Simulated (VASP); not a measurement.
The input files of a VASP run:

**POSCAR**
```
Ta2N
1.0
  3.0854926747   0.0000000400   0.0000000000
 -1.5427457692   2.6721147483   0.0000000000
  0.0000000000   0.0000000000   4.8138235719
N Ta
1 2
Cartesian
  0.0000000000   0.0000000000   0.0000000000
 -0.0000011640   1.7814107362   1.2146666209
  1.5427480695   0.8907040521   3.5991569510
```

**KPOINTS**
```
Regular mesh
0
Gamma
10 10 6
0 0 0
```

INCAR:
```
ISIF  =  3
SYSTEM  =  Ta2N
METAGGA  =  R2SCAN
LMIXTAU  =  .TRUE.
ISMEAR  =  1   ! Methfessel-Paxton
LWAVE  =  .FALSE.
IBRION  =  2   ! conjugate gradients
LREAL  =  .FALSE.   ! projection in real space or not
ENCUT  =  520   ! plane-wave cut-off (eV)
LCHARG  =  .FALSE.
ALGO  =  Normal   ! blocked Davidson
EDIFF  =  1E-6   ! SCF stop (eV)
EDIFFG  =  -0.02   ! ionic stop
LASPH  =  .TRUE.   ! aspherical one-centre terms
PREC  =  Accurate
SIGMA  =  0.1   ! width (eV)
NSW  =  60   ! most ionic steps
NELM  =  100   ! most electronic steps
LMAXMIX  =  6
```

POTCAR, in this order: N Ta_pv (PBE.64 set). Program: vasp_std.

Question: Write an equivalent input for Ansatz.

Answer: One equivalent input (not run):
Ansatz 0.2 input:
```yaml
crystal:
  lattice:
    - [3.0854927, 0.0000000, 0.0000000]
    - [-1.5427458, 2.6721147, 0.0000000]
    - [0.0000000, 0.0000000, 4.8138236]
  atoms:
    - { symbol: N, position: [0.0000000, 0.0000000, 0.0000000] }
    - { symbol: Ta, position: [0.3333330, 0.6666670, 0.2523289] }
    - { symbol: Ta, position: [0.6666670, 0.3333330, 0.7476711] }
kpoints:
  mp_grid: { grid: [10, 10, 6] }
hamiltonian:
  xc: r2scan
  pseudopotentials: { kind: paw }
scf:
  occupations: { method: methfessel_paxton, width: 0.1 }
  max_iter: 100
relax:
  max_steps: 60
  f_tol: 0.02
  cell: {}
output: { forces: true, stress: true, eigenvalues: true }
```
What does not carry over: each code has its own PAW files, so the cut-off isn't converted (ENCUT is set for VASP's; basis.ecutwfc is left out, and Ansatz then takes the one that its files recommend); Ansatz stops its SCF on the density residual and VASP on the energy change (EDIFF).

The structure was generated: Ta2N was put into the CdI2 type (P-3m1), which need not be its known phase. This run relaxes it. Symmetry was kept, so distortions that lower it aren't found. The start is the result of an earlier pass.
